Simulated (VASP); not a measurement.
Here is the system:

```
CELL_PARAMETERS angstrom
      2.15472     1.24403    10.48792
     -2.15472     1.24403    10.48792
      0.00000    -2.48806    10.48792
ATOMIC_POSITIONS crystal
  Bi 0.60317 0.60317 0.60317
  Bi 0.39683 0.39683 0.39683
  Te 0.78319 0.78319 0.78319
  Te 0.21681 0.21681 0.21681
  Te 0.00000 0.00000 0.00000
```

Calculation: LDA (Ceperley-Alder, Perdew-Zunger), VASP's LDA PAW potentials (set 64) (plane waves; VASP 6.6.1). Numerical set-up: 300 eV cut-off, 5×5×5 Γ-centred mesh, Fermi-Dirac smearing of 0.050 eV, potentials Bi_d Te.

At this cut-off the stress carries a Pulay error, which pulls relaxed volumes low. Energy and stress use the plane-wave basis of the starting cell.

### Question
The ions, cell shape and volume are relaxed. What does this cell relax into?

### Answer

```
CELL_PARAMETERS angstrom
      2.17484     1.25564     9.93431
     -2.17484     1.25564     9.93431
      0.00000    -2.51129     9.93431
ATOMIC_POSITIONS crystal
  Bi 0.59980 0.59980 0.59980
  Bi 0.40020 0.40020 0.40020
  Te 0.79135 0.79135 0.79135
  Te 0.20865 0.20865 0.20865
  Te 0.00000 0.00000 0.00000
```
Space group R-3m (166), at a tolerance of 0.03 Å.

### Question
How do energy and volume change from the first to the last step?

### Answer
The energy (σ→0) changes by -21.3 meV/atom and the volume by -3.5 %, in 23 ionic steps.

The structure comes from a computed database's Bi2Te3 entry; how it stands against other phases isn't given here. This run relaxes it. Symmetry was kept, so distortions that lower it aren't found. The run is one of a series of settings (EDIFFG = -0.01, IBRION = 2, ISIF = 3, NSW = 50 against the base run), some of them coarse on purpose.
